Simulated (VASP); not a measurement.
The input files of a VASP run:

File KPOINTS:
```
Automatic mesh
0
Gamma
8 8 8
0 0 0
```

**INCAR**
```
# general
SYSTEM = NaH
PREC   = Accurate
ENCUT  = 400
LREAL  = .FALSE.
LASPH  = .TRUE.

# electronic loop
EDIFF  = 1E-6
NELM   = 100
ALGO   = Normal

# smearing
ISMEAR = 0
SIGMA  = 0.05

# functional
GGA    = PS

# ions
IBRION = 2
NSW    = 60
ISIF   = 3
EDIFFG = -0.01

# output
LWAVE  = .FALSE.
LCHARG = .FALSE.
```

File POSCAR:
```
NaH
1
   -0.0000000000     2.5644299260     2.5644299260
    2.5644299260    -0.0000000000     2.5644299260
    2.5644299260     2.5644299260    -0.0000000000
Na H
1 1
Direct
  0.0000000000   0.0000000000   0.0000000000
  0.2500000000   0.2500000000   0.2500000000
```

POTCAR, in this order: Na_pv H (PBE.64 set). Program: vasp_std.

Translate this PBEsol calculation to Ansatz.

One equivalent input (not run):
Ansatz 0.2 input:
```yaml
crystal:
  lattice:
    - [0.0000000, 2.5644299, 2.5644299]
    - [2.5644299, 0.0000000, 2.5644299]
    - [2.5644299, 2.5644299, 0.0000000]
  atoms:
    - { symbol: Na, position: [0.0000000, 0.0000000, 0.0000000] }
    - { symbol: H, position: [0.2500000, 0.2500000, 0.2500000] }
kpoints:
  mp_grid: { grid: [8, 8, 8] }
hamiltonian:
  xc: pbesol
  pseudopotentials: { kind: paw }
scf:
  occupations: { method: gaussian, width: 0.05 }
  max_iter: 100
relax:
  max_steps: 60
  f_tol: 0.01
  cell: {}
output: { forces: true, stress: true, eigenvalues: true }
```
What does not carry over: each code has its own PAW files, so the cut-off isn't converted (ENCUT is set for VASP's; basis.ecutwfc is left out, and Ansatz then takes the one that its files recommend); Ansatz stops its SCF on the density residual and VASP on the energy change (EDIFF).

The structure was generated: NaH was put into the zinc blende type (F-43m), which need not be its known phase. This run relaxes it. Symmetry was kept, so distortions that lower it aren't found. The start is the result of an earlier pass.
